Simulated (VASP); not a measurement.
# BeGa3 (I4/mmm) in VASP: equation of state, part 2 of 2

VASP 6.6.1. Earlier steps stand in the parts before.

## Step 6: Equation of state, PBE, 16.46 Å³/atom (volume scaled by 1.04)

The input, INCAR:

```
  ALGO = Normal
  EDIFF = 1E-7
  ENCUT = 520
  GGA = PE
  ISIF = 2
  ISMEAR = -1
  LASPH = T
  LCHARG = F
  LREAL = F
  LWAVE = F
  NBANDS = 28
  NELM = 80
  PREC = Accurate
  SIGMA = 0.05
```

The input, KPOINTS:

```
k-points
0
Gamma
  9 9 9
```

The input, POSCAR:

```
BeGa3
1.0
   -2.0705128208      2.0705128208      3.8405681547
    2.0705128208     -2.0705128208      3.8405681547
    2.0705128208      2.0705128208     -3.8405681547
Ga Be
3 1
Direct
    0.5000000000      0.5000000000      0.0000000000
    0.2500000000      0.7500000000      0.5000000000
    0.7500000000      0.2500000000      0.5000000000
    0.0000000000      0.0000000000      0.0000000000
```

Potentials or basis: VASP PAW PBE potentials, release 64 (Ga_d, Be).

The run is started by

```console
cat potpaw_PBE.64/Ga_d/POTCAR potpaw_PBE.64/Be/POTCAR > POTCAR
mpirun -np 1 vasp_std > vasp.out
```

OUTCAR:

```text
EDIFF = 1E-7
   ENCUT = 520
   GGA = PE
   ISIF = 2
   ISMEAR = -1
   LASPH = T
   LREAL = F
   NELM = 80
   PREC = Accurate

 Found     75 irreducible k-points:

 Following reciprocal coordinates:
            Coordinates               Weight
  0.000000  0.000000  0.000000      1.000000
  0.111111  0.000000 -0.000000      8.000000
  0.222222  0.000000 -0.000000      8.000000
  0.333333  0.000000  0.000000      8.000000
  0.444444  0.000000 -0.000000      8.000000
  0.111111  0.111111 -0.000000      8.000000
   k-points           NKPTS =     75   k-points in BZ     NKDIM =     75   number of bands    NBANDS=     28
   number of dos      NEDOS =    301   number of ions     NIONS =      4
   total plane-waves  NPLWV =  46656
   dimension x,y,z NGX =    36 NGY =   36 NGZ =   36
   dimension x,y,z NGXF=    72 NGYF=   72 NGZF=   72
   ions per type =               3   1
   NGX,Y,Z   is equivalent  to a cutoff of  12.39, 12.39, 12.39 a.u.
   NGXF,Y,Z  is equivalent  to a cutoff of  24.78, 24.78, 24.78 a.u.
 SYSTEM =  unknown system
   PREC   = accura    normal or accurate (medium, high low for compatibility)
   ISTART =      0    job   : 0-new  1-cont  2-samecut
   ICHARG =      2    charge: 1-file 2-atom 10-const
   ISPIN  =      1    spin polarized calculation?
   LNONCOLLINEAR =      F non collinear calculations
   LSORBIT =      F    spin-orbit coupling
   LASPH  =      T    aspherical Exc in radial PAW
   ENCUT  =  520.0 eV  38.22 Ry    6.18 a.u.   8.98  8.98  8.98*2*pi/ulx,y,z
   NELM   =     80;   NELMIN=  2; NELMDL= -5     # of ELM steps
   EDIFF  = 0.1E-06   stopping-criterion for ELM
   LREAL  =      F    real-space projection
   EDIFFG = 0.1E-05   stopping-criterion for IOM
   NSW    =      0    number of steps for IOM
   IBRION =     -1    ionic relax: 0-MD 1-quasi-New 2-CG
   NFREE  =      0    steps in history (QN), initial steepest desc. (CG)
   ISIF   =      2    stress and relaxation
   ISYM   =      2    0-nonsym 1-usesym 2-fastsym
   POTIM  = 0.5000    time-step for ionic-motion
   TEBEG  =    0.0;   TEEND  =   0.0 temperature during run
   PSTRESS=    0.0 pullay stress
   NELECT =      41.0000    total number of electrons
   NUPDOWN=      -1.0000    fix difference up-down
   EMIN   =  10.00;   EMAX   =-10.00  energy-range for DOS
   EFERMI =   0.00;   METHOD = LEGACY
   ISMEAR =    -1;   SIGMA  =   0.05  broadening in eV -4-tet -1-fermi 0-gaus
   EFERMI_NEDOS =   21; number of points for ismear=-14 and -15
   IALGO  =     38    algorithm
   IMIX   =      4    mixing-type and parameters
     AMIX     =   0.40;   BMIX     =  1.00
     AMIX_MAG =   1.60;   BMIX_MAG =  1.00
  volume/ion in A,a.u.               =      16.46       111.11
  Fermi-wavevector in a.u.,A,eV,Ry     =   1.397866  2.641585 26.586200  1.954031
  Thomas-Fermi vector in A             =   2.521081
   LORBIT       =      0    0 simple, 1 ext, 2 COOP (PROOUT), +10 PAW based schemes
   GGA     = PE    functional components
   LHFCALC =     F    Hartree Fock is set to
   AEXX    =    0.0000 exact exchange contribution
   IVDW    =     0    specifies the selected vdW correction
   LEPSILON=     F    determine dielectric tensor
   LRPA    =     F    only Hartree local field effects (RPA)
 non-spin polarized calculation
  energy-cutoff  :      520.00
  volume of cell :       65.86
 maximum number of plane-waves:      1798
   NGX = 17   NGY = 17   NGZ = 17

 number of electron      41.0000026 magnetization

 Free energy of the ion-electron system (eV)
  ---------------------------------------------------
  ext. energy  EPLUGINS =         0.00000000
  ---------------------------------------------------
  free energy    TOTEN  =       -11.37820487 eV

  energy without entropy =      -11.36693257  energy(sigma->0) =      -11.37256872

 E-fermi :   5.7435     XC(G=0): -10.9206

 val. band max:        5.7294211622   @ k =  -0.1111  -0.1111   0.1111
 cond. band min:       5.7622956339   @ k =   0.2222   0.0000  -0.0000
 fundamental gap:      0.0328744717
 Fermi energy:         5.7434625029

 k-point     1 :       0.0000    0.0000    0.0000
  band No.  band energies     occupation
      1      -9.3872      2.00000
      2      -9.3539      2.00000
      3      -9.2997      2.00000
      4      -9.2997      2.00000
      5      -9.2896      2.00000
      6      -9.2256      2.00000
[... 20 lines left out ...]
     27      10.3553      0.00000
     28      10.3553      0.00000
[... 125 lines left out ...]
 k-point     6 :       0.1111    0.1111   -0.0000
  band No.  band energies     occupation
      1      -9.3669      2.00000
      2      -9.3531      2.00000
      3      -9.3218      2.00000
      4      -9.3197      2.00000
      5      -9.2596      2.00000
      6      -9.2465      2.00000
[... 20 lines left out ...]
     27       9.4377      0.00000
     28      10.7274      0.00000

 [... further k-points ...]

------------------------ aborting loop because EDIFF is reached ----------------------------------------

  FORCE on cell =-STRESS in cart. coord.  units (eV):
  Direction    XX          YY          ZZ          XY          YZ          ZX
  --------------------------------------------------------------------------------------
  -------------------------------------------------------------------------------------
  Total       -1.3857760     -1.3857760     -0.0097968      0.0000000     -0.0000000      0.0000000
  in kB      -33.7126039    -33.7126039     -0.2383319      0.0000000     -0.0000000      0.0000000
  external PRESSURE =     -22.5545132 kB  Pullay stress =       0.0000000 kB

 VOLUME and BASIS-vectors are now :
 -----------------------------------------------------------------------------
  energy-cutoff  :      520.00
  volume of cell :       65.86
      direct lattice vectors                 reciprocal lattice vectors
    -2.070512821  2.070512821  3.840568155     0.000000000  0.241486068  0.130189071
     2.070512821 -2.070512821  3.840568155     0.241486068  0.000000000  0.130189071
     2.070512821  2.070512821 -3.840568155     0.241486068  0.241486068  0.000000000

 POSITION                                       TOTAL-FORCE (eV/Angst)
 -----------------------------------------------------------------------------------
      0.00000      0.00000      3.84057        -0.000000      0.000000      0.000000
      2.07051     -0.00000      1.92028        -0.000000      0.000000     -0.000000
     -0.00000      2.07051      1.92028         0.000000     -0.000000     -0.000000
      0.00000      0.00000      0.00000        -0.000000      0.000000      0.000000
 -----------------------------------------------------------------------------------
    total drift:                               -0.000000      0.000000      0.000000

  FREE ENERGIE OF THE ION-ELECTRON SYSTEM (eV)
  ---------------------------------------------------
  free  energy   TOTEN  =       -11.3782048697 eV

  energy  without entropy=      -11.3669325664  energy(sigma->0) =      -11.37256872
```

stdout:

```text
POSCAR found type information on POSCAR GaBe
 POSCAR found :  2 types and       4 ions
 scaLAPACK will be used
 LDA part: xc-table for (Slater+PW92), standard interpolation
 POSCAR, INCAR and KPOINTS ok, starting setup
 FFT: planning ... GRIDC
 FFT: planning ... GRID_SOFT
 FFT: planning ... GRID
 WAVECAR not read
 entering main loop
```

It took 78 s on 1 thread of Intel Xeon 6975P-C (Granite Rapids), shared host; peak memory 0.27 GiB.

Results:

```
Free energy            : -11.3782 eV
Pressure               : -2.3 GPa
Band gap on the k mesh : none (metal or under the smearing width)
```

## Step 7: Equation of state, PBE, 16.78 Å³/atom (volume scaled by 1.06)

The input, INCAR:

```
SYSTEM = BeGa3
ALGO = Normal ; EDIFF = 1E-7
ENCUT = 520 ; GGA = PE
ISIF = 2 ; ISMEAR = -1
LASPH = .True. ; LCHARG = .False.
LREAL = .False. ; LWAVE = .False.
NBANDS = 28 ; NELM = 80
PREC = Accurate ; SIGMA = 0.05
```

The input, KPOINTS:

```
k-points
0
Gamma
  9 9 9
  0 0 0
```

The input, POSCAR:

```
BeGa3
1.0
   -2.0837011562      2.0837011562      3.8650310318
    2.0837011562     -2.0837011562      3.8650310318
    2.0837011562      2.0837011562     -3.8650310318
Ga Be
3 1
Direct
    0.5000000000      0.5000000000      0.0000000000
    0.2500000000      0.7500000000      0.5000000000
    0.7500000000      0.2500000000      0.5000000000
    0.0000000000      0.0000000000      0.0000000000
```

The run is started by

```console
cat potpaw_PBE.64/Ga_d/POTCAR potpaw_PBE.64/Be/POTCAR > POTCAR
mpirun -np 1 vasp_std > vasp.out
```

Wall time 81 s (1 thread of Intel Xeon 6975P-C (Granite Rapids), shared host); peak memory 0.27 GiB.

The run converged. Its results:

```yaml
Free_energy: -11.3568 eV
Pressure: -3.2 GPa
Band_gap_on_the_k_mesh: none (metal or under the smearing width)
```

## Step 8: Equation of state, PBE

This step only gathers the single runs of the series.

What came out:

```
Equilibrium volume                        : 15.84 Å³/atom
Bulk modulus at fixed shape and positions : 63 GPa
Pressure derivative of the bulk modulus   : 5.0
```

Energy against volume, from the lowest point:
```tsv
volume (Å³/atom)	energy (meV/atom)
14.881	12.79
15.198	5.48
15.515	1.33
15.831	0.00
16.148	1.17
16.465	4.54
16.781	9.89
```

Caveat: the cell was scaled at fixed shape and fractional positions, which overstates the stiffness of a crystal with free parameters, most of all of layers and chains.
